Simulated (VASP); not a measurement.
VASP ran on this input.

### INCAR
```
ALGO  =  Normal
EDIFF  =  1E-6
ENCUT  =  520
GGA  =  PE
ISIF  =  2
ISMEAR  =  0
LASPH  =  T
LCHARG  =  F
LMAXMIX  =  4
LREAL  =  F
LWAVE  =  F
NELM  =  100
PREC  =  Accurate
SIGMA  =  0.05
SYSTEM  =  BAs
```

**KPOINTS**
```
Automatic mesh
0
Gamma
8 8 8
0 0 0
```

File POSCAR:
```
BAs
2.43780
  0.0000000000   1.0000000000   1.0000000000
  1.0000000000   0.0000000000   1.0000000000
  1.0000000000   1.0000000000   0.0000000000
B As
1 1
direct
  0.0000000000   0.0000000000   0.0000000000
  0.2500000000   0.2500000000   0.2500000000
```

POTCAR, in this order: B As (PBE.64 set). Program: vasp_std.

Problem. Write an equivalent input for Quantum ESPRESSO's pw.x.

Solution. One equivalent input (not run):
```
&CONTROL
  calculation = 'scf'
  pseudo_dir = './pseudo'
  outdir = './out'
  tprnfor = .true.
  tstress = .true.
/
&SYSTEM
  ibrav = 0
  nat = 2
  ntyp = 2
  ecutwfc = 84
  occupations = 'smearing'
  smearing = 'gaussian'
  degauss = 0.003675
  input_dft = 'pbe'
/
&ELECTRONS
  conv_thr = 7.3e-08
  electron_maxstep = 100
/
ATOMIC_SPECIES
  B 10.810 B.upf
  As 74.922 As.upf
CELL_PARAMETERS angstrom
     0.0000000    2.4378000    2.4378000
     2.4378000    0.0000000    2.4378000
     2.4378000    2.4378000    0.0000000
ATOMIC_POSITIONS crystal
  B    0.0000000  0.0000000  0.0000000
  As   0.2500000  0.2500000  0.2500000
K_POINTS automatic
  8 8 8 0 0 0
```
What does not carry over: the potentials are each code's own (VASP's PAW set, PseudoDojo norm-conserving files in pw.x), so ENCUT and ecutwfc are chosen apart and not converted; conv_thr bounds pw.x's estimated SCF error, while EDIFF bounds the energy change between steps.

The compound is BAs in the zinc blende structure. The cell was not relaxed at this level.
